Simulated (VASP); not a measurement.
Output of a VASP run:

**OSZICAR**
```
       N       E                     dE             d eps       ncg     rms          rms(c)
DAV:   1     0.617513242064E+03    0.61751E+03   -0.25607E+04  3776   0.150E+03
DAV:   2     0.238801090590E+02   -0.59363E+03   -0.58063E+03  3652   0.489E+02
DAV:   3    -0.257219943794E+02   -0.49602E+02   -0.48042E+02  3888   0.157E+02
DAV:   4    -0.275489960874E+02   -0.18270E+01   -0.18143E+01  3924   0.306E+01
DAV:   5    -0.276276910989E+02   -0.78695E-01   -0.78669E-01  4832   0.594E+00    0.841E+00
DAV:   6    -0.273240375521E+02    0.30365E+00   -0.39362E-01  4096   0.546E+00    0.432E+00
DAV:   7    -0.272335201162E+02    0.90517E-01   -0.21733E-01  4028   0.346E+00    0.108E+00
DAV:   8    -0.272253277922E+02    0.81923E-02   -0.44546E-02  3716   0.153E+00    0.309E-01
DAV:   9    -0.272238076894E+02    0.15201E-02   -0.82840E-03  3932   0.879E-01    0.601E-02
DAV:  10    -0.272237795879E+02    0.28102E-04   -0.28452E-04  4256   0.163E-01    0.263E-02
DAV:  11    -0.272237797132E+02   -0.12526E-06   -0.23079E-05  4288   0.334E-02    0.443E-03
DAV:  12    -0.272237798559E+02   -0.14269E-06   -0.24927E-06  2760   0.134E-02
   1 F= -.27223780E+02 E0= -.27148198E+02  d E =-.151163E+00
```

### OUTCAR
```
------------------------ aborting loop because EDIFF is reached ----------------------------------------
  FORCE on cell =-STRESS in cart. coord.  units (eV):
  Direction    XX          YY          ZZ          XY          YZ          ZX
  --------------------------------------------------------------------------------------
  Total       -2.9243368     -2.9243370     -3.3011271      0.0000008      0.0000000     -0.0000000
  in kB      -55.4990494    -55.4990514    -62.6499009      0.0000155      0.0000000     -0.0000000
  external PRESSURE =     -57.8826673 kB  Pullay stress =       0.0000000 kB
  volume of cell :       84.42
      direct lattice vectors                 reciprocal lattice vectors
     4.138188000  0.000000000  0.000000000     0.241651660  0.139517716  0.000000000
    -2.069095000  3.583776000  0.000000000     0.000000000  0.279035297  0.000000000
     0.000000000  0.000000000  5.692478000     0.000000000  0.000000000  0.175670420
 POSITION                                       TOTAL-FORCE (eV/Angst)
 -----------------------------------------------------------------------------------
     -0.00000      2.38919      1.42312         0.000000     -0.000000      0.000000
      2.06910      1.19459      4.26936        -0.000000      0.000000      0.000000
      0.00000      0.00000      2.84624         0.000000      0.000000      0.000000
      0.00000      0.00000      0.00000         0.000000      0.000000      0.000000
 -----------------------------------------------------------------------------------
    total drift:                               -0.001156      0.000668      0.000026
  FREE ENERGIE OF THE ION-ELECTRON SYSTEM (eV)
  ---------------------------------------------------
  free  energy   TOTEN  =       -27.2237798559 eV

  energy  without entropy=      -27.0726168363  energy(sigma->0) =      -27.14819835
```
(Selected blocks of OUTCAR.)

POSCAR:
```
BiRh
1
    4.1381880000     0.0000000000     0.0000000000
   -2.0690950000     3.5837760000     0.0000000000
    0.0000000000     0.0000000000     5.6924780000
Bi Rh
2 2
Direct
  0.3333330000   0.6666670000   0.2500000000
  0.6666670000   0.3333330000   0.7500000000
  0.0000000000   0.0000000000   0.5000000000
  0.0000000000   0.0000000000   0.0000000000
```

Problem. Reconstruct the remaining input files.

Solution. One answer among several that fit: the input of the run itself, LDA (Ceperley-Alder, Perdew-Zunger), plane waves, VASP's LDA PAW potentials (set 64).

KPOINTS:
```
Automatic mesh
0
Gamma
9 9 6
0 0 0
```

### INCAR
```
! general
SYSTEM =BiRh
PREC   =Accurate
ENCUT  =300
LREAL  =.FALSE.
LASPH  =.TRUE.

! electronic loop
EDIFF  =1E-6
NELM   =100
ALGO   =Normal
LMAXMIX=4

! smearing
ISMEAR =-1
SIGMA  =0.136

! ions
ISIF   =2

! output
LWAVE  =.FALSE.
LCHARG =.FALSE.
```

POTCAR, in this order: Bi_d Rh_pv (LDA.64 set). Program: vasp_std.

At this cut-off the stress carries a Pulay error, which pulls relaxed volumes low.

The structure comes from a computed database's BiRh entry (P6_3/mmc); how it stands against other phases isn't given here. The cell was not relaxed at this level, and its volume differs by -5.9 % from the start's.
